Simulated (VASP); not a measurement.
Level of theory: PBE GGA with D4 dispersion, VASP's PBE PAW potentials (set 64) (plane waves; VASP).

Input for VASP

INCAR:
```
PREC = Accurate
IBRION = 2   # conjugate gradients
LREAL = .False.   # projection in real space or not
EDIFF = 1E-6   # SCF stop (eV)
EDIFFG = -0.02   # ionic stop
GGA = PE   # PBE
SIGMA = 0.05   # width (eV)
SYSTEM = PtS2
LASPH = .True.   # aspherical one-centre terms
LCHARG = .False.
NELM = 100   # most electronic steps
ISIF = 3   # ions, shape and volume
ENCUT = 520
IVDW = 13
LMAXMIX = 6   # l cut-off of mixed one-centre charges
LWAVE = .False.
ISMEAR = 0
ALGO = Normal
NSW = 60   # most ionic steps
```

**POSCAR**
```
PtS2
1
    1.7863981026    -3.0941323487     0.0000000000
    1.7863981026     3.0941323487    -0.0000000000
   -0.0000000000     0.0000000000     4.7626147277
Pt S
1 2
Direct
  0.0000000000   0.0000000000   0.0000000000
  0.3333330000   0.6666670000   0.2534731158
  0.6666670000   0.3333330000   0.7465268842
```

File KPOINTS:
```
Regular mesh
0
G
7 7 4
```

POTCAR, in this order: Pt S (PBE.64 set). Program: vasp_std.

The resulting files:

### OUTCAR
```
 ion  position               nearest neighbor table
   1  0.000  0.000  0.000-   2 2.39   3 2.39   3 2.39   2 2.39   3 2.39   2 2.39
   2  0.333  0.667  0.253-   1 2.39   1 2.39   1 2.39
   3  0.667  0.333  0.747-   1 2.39   1 2.39   1 2.39
  LATTYP: Found a hexagonal cell.
 ALAT       =     3.5727962679
 C/A-ratio  =     1.3330216364
 Subroutine PRICEL returns:
 Original cell was already a primitive cell.
 Subroutine GETGRP returns: Found 12 space group operations
The static configuration has the point symmetry D_3d.
The dynamic configuration has the point symmetry D_3d.
 Subroutine INISYM returns: Found 12 space group operations
 Subroutine IBZKPT returns following result:
 Found     28 irreducible k-points:

 Following reciprocal coordinates:
            Coordinates               Weight
  0.000000  0.000000  0.000000      1.000000
  0.142857  0.000000  0.000000      6.000000
  0.285714  0.000000  0.000000      6.000000
  0.428571  0.000000  0.000000      6.000000
  0.142857  0.142857  0.000000      6.000000
  0.285714  0.142857  0.000000     12.000000
  0.428571  0.142857  0.000000      6.000000
...
```

**OSZICAR**
```
       N       E                     dE             d eps       ncg     rms          rms(c)
DAV:   1     0.116212376559E+03    0.11621E+03   -0.10719E+04   840   0.132E+03
DAV:   2    -0.114318537817E+02   -0.12764E+03   -0.12517E+03  1057   0.245E+02
DAV:   3    -0.166014869826E+02   -0.51696E+01   -0.51456E+01  1092   0.538E+01
DAV:   4    -0.166519178399E+02   -0.50431E-01   -0.50423E-01  1043   0.592E+00
DAV:   5    -0.166528289801E+02   -0.91114E-03   -0.91112E-03  1134   0.757E-01    0.185E+01
DAV:   6    -0.155938592017E+02    0.10590E+01   -0.78977E+00   854   0.290E+01    0.125E+01
DAV:   7    -0.153558308812E+02    0.23803E+00   -0.13634E+00   861   0.130E+01    0.586E+00
DAV:   8    -0.153395184403E+02    0.16312E-01   -0.87125E-02   973   0.220E+00    0.139E+00
DAV:   9    -0.153347061181E+02    0.48123E-02   -0.13393E-02   938   0.132E+00    0.250E-01
DAV:  10    -0.153349036067E+02   -0.19749E-03   -0.18635E-03  1050   0.322E-01    0.765E-02
DAV:  11    -0.153349419023E+02   -0.38296E-04   -0.53093E-05  1015   0.632E-02    0.460E-02
DAV:  12    -0.153349455470E+02   -0.36447E-05   -0.83260E-06  1008   0.280E-02    0.129E-02
DAV:  13    -0.153349469186E+02   -0.13716E-05   -0.18219E-06   878   0.108E-02    0.390E-03
DAV:  14    -0.153349471021E+02   -0.18349E-06   -0.25605E-07   602   0.429E-03
   1 F= -.16707078E+02 E0= -.16707066E+02  d E =-.167071E+02
       N       E                     dE             d eps       ncg     rms          rms(c)
DAV:   1    -0.153428232041E+02   -0.78763E-02   -0.93450E-02   875   0.255E+00    0.417E-01
DAV:   2    -0.153409407277E+02    0.18825E-02   -0.10903E-02   924   0.114E+00    0.276E-01
DAV:   3    -0.153405064229E+02    0.43430E-03   -0.83563E-04   924   0.322E-01    0.133E-01
DAV:   4    -0.153403916536E+02    0.11477E-03   -0.73858E-04   896   0.172E-01    0.449E-02
DAV:   5    -0.153403864888E+02    0.51649E-05   -0.34335E-05   952   0.500E-02    0.311E-02
DAV:   6    -0.153403844561E+02    0.20327E-05   -0.69627E-06  1050   0.240E-02    0.111E-02
DAV:   7    -0.153403833066E+02    0.11494E-05   -0.14958E-06   574   0.110E-02    0.261E-03
DAV:   8    -0.153403832082E+02    0.98446E-07   -0.29895E-07   448   0.425E-03
   2 F= -.16706947E+02 E0= -.16706920E+02  d E =0.131052E-03
       N       E                     dE             d eps       ncg     rms          rms(c)
DAV:   1    -0.153383249448E+02    0.20584E-02   -0.30202E-02   875   0.145E+00    0.240E-01
DAV:   2    -0.153377164001E+02    0.60854E-03   -0.35039E-03   924   0.642E-01    0.154E-01
DAV:   3    -0.153375814014E+02    0.13500E-03   -0.26598E-04   910   0.181E-01    0.730E-02
DAV:   4    -0.153375489768E+02    0.32425E-04   -0.22748E-04   896   0.964E-02    0.252E-02
DAV:   5    -0.153375492302E+02   -0.25345E-06   -0.99440E-06   931   0.270E-02
   3 F= -.16707275E+02 E0= -.16707258E+02  d E =-.197080E-03
       N       E                     dE             d eps       ncg     rms          rms(c)
DAV:   1    -0.153377144075E+02   -0.16543E-03   -0.71504E-05   882   0.680E-02    0.151E-02
DAV:   2    -0.153377129466E+02    0.14609E-05   -0.66798E-06   889   0.265E-02    0.857E-03
DAV:   3    -0.153377125570E+02    0.38963E-06   -0.65946E-07   427   0.819E-03
   4 F= -.16707277E+02 E0= -.16707259E+02  d E =-.198965E-03
       N       E                     dE             d eps       ncg     rms          rms(c)
DAV:   1    -0.153365886293E+02    0.11243E-02   -0.15765E-02   840   0.932E-01    0.130E-01
DAV:   2    -0.153363534271E+02    0.23520E-03   -0.14666E-03   896   0.414E-01    0.760E-02
DAV:   3    -0.153363117428E+02    0.41684E-04   -0.78574E-05  1001   0.999E-02    0.312E-02
DAV:   4    -0.153362998796E+02    0.11863E-04   -0.93048E-05   875   0.589E-02    0.146E-02
DAV:   5    -0.153363000282E+02   -0.14856E-06   -0.53372E-06   931   0.175E-02
   5 F= -.16707429E+02 E0= -.16707405E+02  d E =-.152222E-03
       N       E                     dE             d eps       ncg     rms          rms(c)
DAV:   1    -0.153345558994E+02    0.17440E-02   -0.14208E-01   840   0.279E+00    0.387E-01
DAV:   2    -0.153324479085E+02    0.21080E-02   -0.13353E-02   889   0.125E+00    0.232E-01
DAV:   3    -0.153320702042E+02    0.37770E-03   -0.72397E-04  1001   0.304E-01    0.939E-02
DAV:   4    -0.153319630642E+02    0.10714E-03   -0.82772E-04   875   0.176E-01    0.447E-02
DAV:   5    -0.153319617380E+02    0.13262E-05   -0.46336E-05   959   0.515E-02    0.277E-02
DAV:   6    -0.153319634443E+02   -0.17062E-05   -0.48289E-06  1050   0.229E-02    0.155E-02
DAV:   7    -0.153319655721E+02   -0.21278E-05   -0.25006E-06   708   0.139E-02    0.512E-03
DAV:   8    -0.153319656075E+02   -0.35425E-07   -0.35131E-07   427   0.580E-03
   6 F= -.16707797E+02 E0= -.16707738E+02  d E =-.520012E-03
```

File OUTCAR:
```
------------------------ aborting loop because EDIFF is reached ----------------------------------------
  Edisp (eV):   -1.37583
  FORCE on cell =-STRESS in cart. coord.  units (eV):
  Direction    XX          YY          ZZ          XY          YZ          ZX
  --------------------------------------------------------------------------------------
  Total      -0.00573    -0.00573    -0.05490     0.00000     0.00000     0.00000
  in kB      -0.17482    -0.17482    -1.67482     0.00000     0.00000     0.00000
  external pressure =       -0.67 kB  Pullay stress =        0.00 kB
  volume of cell :       52.52
      direct lattice vectors                 reciprocal lattice vectors
     1.788637313 -3.098010775 -0.000000000     0.279542418 -0.161393887 -0.000000000
     1.788637313  3.098010775  0.000000000     0.279542418  0.161393887 -0.000000000
     0.000000000  0.000000000  4.739308592     0.000000000 -0.000000000  0.211001242
 POSITION                                       TOTAL-FORCE (eV/Angst)
 -----------------------------------------------------------------------------------
      0.00000      0.00000      0.00000        -0.000000      0.000000      0.000000
      1.78864      1.03267      1.20757         0.000000     -0.000000      0.016101
      1.78864     -1.03267      3.53174        -0.000000     -0.000000     -0.016101
 -----------------------------------------------------------------------------------
    total drift:                                0.000000     -0.000000      0.000000
  FREE ENERGIE OF THE ION-ELECTRON SYSTEM (eV)
  ---------------------------------------------------
  free  energy   TOTEN  =       -16.7077971853 eV

  energy  without entropy=      -16.7076786104  energy(sigma->0) =      -16.70773790

 reached required accuracy - stopping structural energy minimisation
```
(Selected blocks of OUTCAR.)

File CONTCAR:
```
PtS2
   1.00000000000000
     1.7886373129394708   -3.0980107750489561   -0.0000000000000000
     1.7886373129394708    3.0980107750489561    0.0000000000000000
     0.0000000000000000    0.0000000000000000    4.7393085924705716
  Pt              S
     1     2
Direct
     0.0000000000000000    0.0000000000000000    0.0000000000000000
     0.3333330000000032    0.6666669999999968    0.2547983321006079
     0.6666669999999968    0.3333330000000032    0.7452016678993922
```

The compound is PtS2 in the 1T layered structure. This run relaxes it. Symmetry was kept, so distortions that lower it aren't found. The start is the result of an earlier pass.
